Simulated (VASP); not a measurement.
Crystal: SnPb3Se4.

```
Sn Pb Se
1.0
     0.00000    6.09598   -6.09598
    -6.09598    0.00000   -6.09598
    -6.09598    6.09598    0.00000
Sn Pb Se
2 6 8
Direct
  0.50000 0.50000 0.00000
  0.00000 0.50000 0.00000
  0.50000 0.00000 0.00000
  0.00000 0.00000 0.00000
  0.50000 0.50000 0.50000
  0.00000 0.50000 0.50000
  0.50000 0.00000 0.50000
  0.00000 0.00000 0.50000
  0.75000 0.75000 0.25000
  0.25000 0.75000 0.25000
  0.75000 0.25000 0.25000
  0.25000 0.25000 0.25000
  0.75000 0.75000 0.75000
  0.25000 0.75000 0.75000
  0.75000 0.25000 0.75000
  0.25000 0.25000 0.75000
```

The cell was built by a generator and needn't be a form met in nature.

| Property | Result |
| --- | --- |
| Program | VASP 6.6.1 |
| Task | relaxation of cell and atoms |
| Functional | PBEsol |
| Potentials or basis | VASP PAW PBE potentials, release 64 (Sn_d, Pb_d, Se) |
| Cutoff | 600 eV |
| k mesh | 6 × 6 × 6 |
| Occupations | gaussian, width 0.03 eV |
| Spin | no spin polarisation |

At the start: pressure -0.7 GPa; volume 28.32 Å³/atom.

Task: How do energy, volume and symmetry change on relaxing?

Result: Over 5 steps the energy falls by 3.1 meV/atom and the volume is 27.91 Å³/atom (-1.4 %); space group Cmmm (No. 65, to 0.05 Å).

The path:
```csv
step,energy change (eV),largest force (eV/Å),pressure (GPa),volume (Å³)
1,0.0000,0.2440,-0.69,453.06
2,-0.0269,0.1946,0.24,445.12
3,-0.0269,0.1924,0.28,444.79
4,-0.0402,0.1195,0.18,445.44
5,-0.0489,0.0033,0.03,446.54
```

Final structure:
```
Sn Pb Se
1.0
     0.00000    6.06699   -6.06699
    -6.06637    0.00031   -6.06667
    -6.06637    6.06667   -0.00031
Sn Pb Se
2 6 8
Direct
  0.50000 0.50000 0.00000
  0.00000 0.50000 0.00000
  0.50000 0.00000 0.00000
  0.00000 0.00000 0.00000
  0.50000 0.50000 0.50000
  0.00000 0.50000 0.50000
  0.50000 0.00000 0.50000
  0.00000 0.00000 0.50000
  0.75276 0.74724 0.24724
  0.25276 0.74724 0.24724
  0.75000 0.25551 0.24449
  0.25000 0.25551 0.24449
  0.75000 0.74449 0.75551
  0.25000 0.74449 0.75551
  0.74724 0.25276 0.75276
  0.24724 0.25276 0.75276
```

Caveat: the PAW data sets were made with another functional, which shifts forces and pressure a little.
